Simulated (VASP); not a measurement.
All values below come from PBE GGA, VASP's PBE PAW potentials (set 64) (plane waves; VASP 6.6.1).

A VASP calculation is set up with these files.

### INCAR
```
ALGO  =  Fast
EDIFF  =  1E-5
EDIFFG  =  -0.03
ENCUT  =  400
GGA  =  PE
IBRION  =  2
ISIF  =  2
ISMEAR  =  0
LASPH  =  .TRUE.
LCHARG  =  .FALSE.
LREAL  =  .FALSE.
LWAVE  =  .TRUE.
NELM  =  100
NELMIN  =  4
NSW  =  20
PREC  =  Normal
SIGMA  =  0.05
SYSTEM  =  SiC
```

POSCAR:
```
SiC
1
    0.0000000000     2.1895828589     2.1895828589
    2.1895828589     0.0000000000     2.1895828589
    2.1895828589     2.1895828589     0.0000000000
Si C
1 1
Direct
  0.0000000000   0.0000000000   0.0000000000
  0.2500000000   0.2500000000   0.2500000000
```

**KPOINTS**
```
Automatic mesh
0
Gamma
12 12 12
0 0 0
```

POTCAR, in this order: Si C (PBE.64 set). Program: vasp_std.

The run wrote:

**OSZICAR**
```
       N       E                     dE             d eps       ncg     rms          rms(c)
DAV:   1     0.307716823508E+00    0.30772E+00   -0.35558E+03  1224   0.671E+02
DAV:   2    -0.165820785892E+02   -0.16890E+02   -0.16224E+02  1648   0.962E+01
DAV:   3    -0.168641906203E+02   -0.28211E+00   -0.28211E+00  1336   0.149E+01
DAV:   4    -0.168649770402E+02   -0.78642E-03   -0.78642E-03  1768   0.826E-01
DAV:   5    -0.168649773494E+02   -0.30921E-06   -0.30921E-06  1352   0.139E-02    0.862E+00
RMM:   6    -0.151032102749E+02    0.17618E+01   -0.27421E+00  1152   0.112E+01    0.364E+00
RMM:   7    -0.150787638427E+02    0.24446E-01   -0.64541E-01  1152   0.616E+00    0.186E+00
RMM:   8    -0.150785225063E+02    0.24134E-03   -0.96764E-02  1152   0.269E+00    0.614E-01
RMM:   9    -0.150659345044E+02    0.12588E-01   -0.14000E-02  1152   0.906E-01    0.149E-01
RMM:  10    -0.150662148336E+02   -0.28033E-03   -0.57807E-03  1152   0.574E-01    0.962E-02
RMM:  11    -0.150660607690E+02    0.15406E-03   -0.85546E-04  1152   0.246E-01    0.202E-02
RMM:  12    -0.150660428362E+02    0.17933E-04   -0.45421E-05  1143   0.700E-02    0.904E-03
RMM:  13    -0.150660446474E+02   -0.18112E-05   -0.13320E-05   863   0.317E-02
   1 F= -.15066045E+02 E0= -.15066045E+02  d E =-.150660E+02
```

File OUTCAR:
```
------------------------ aborting loop because EDIFF is reached ----------------------------------------
  FORCE on cell =-STRESS in cart. coord.  units (eV):
  Direction    XX          YY          ZZ          XY          YZ          ZX
  --------------------------------------------------------------------------------------
  Total       -0.1454070     -0.1454070     -0.1454070      0.0000000      0.0000000     -0.0000000
  in kB      -11.0963896    -11.0963896    -11.0963896      0.0000000      0.0000000     -0.0000000
  external PRESSURE =     -11.0963896 kB  Pullay stress =       0.0000000 kB
  volume of cell :       20.99
      direct lattice vectors                 reciprocal lattice vectors
     0.000000000  2.189582859  2.189582859    -0.228353998  0.228353998  0.228353998
     2.189582859  0.000000000  2.189582859     0.228353998 -0.228353998  0.228353998
     2.189582859  2.189582859  0.000000000     0.228353998  0.228353998 -0.228353998
  FREE ENERGIE OF THE ION-ELECTRON SYSTEM (eV)
  ---------------------------------------------------
  free  energy   TOTEN  =       -15.0660446474 eV

  energy  without entropy=      -15.0660446474  energy(sigma->0) =      -15.06604465

 reached required accuracy - stopping structural energy minimisation
```
(Selected blocks of OUTCAR.)

At this cut-off the stress carries a Pulay error, which pulls relaxed volumes low.

The compound is SiC in the zinc blende structure. It was relaxed first.
